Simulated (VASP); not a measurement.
Consider the following.

```yaml
crystal:
  lattice:
    - [0.00000, 3.55980, 3.55980]
    - [3.55980, 0.00000, 3.55980]
    - [3.55980, 3.55980, 0.00000]
  atoms:
    - { symbol: Sr, position: [0.00000, 0.00000, 0.00000] }
    - { symbol: Cl, position: [0.25000, 0.25000, 0.25000] }
    - { symbol: Cl, position: [0.75000, 0.75000, 0.75000] }
```

Level of theory: PBE GGA, VASP's PBE PAW potentials (set 64) (plane waves; VASP 6.6.1). Run with 400 eV cut-off, 4×4×4 Γ-centred mesh, Gaussian smearing of 0.050 eV, potentials Sr_sv Cl.

### Question
What does the run give for the energy per atom (σ→0), pressure, band gap (on the k-mesh) with the smallest direct gap where there is one?

### Answer

```
Item                                              Value
-----------------------------------  ------------------
band gap (on the k-mesh)                        5.10 eV
smallest direct gap (on the k-mesh)             5.42 eV
energy per atom (σ→0)                -411.1 kJ/mol-atom
pressure                                      -1.00 GPa
```

The absolute energy has meaning only against runs of the same code, potentials and settings.

The compound is SrCl2 in the fluorite structure. The cell was not relaxed at this level.
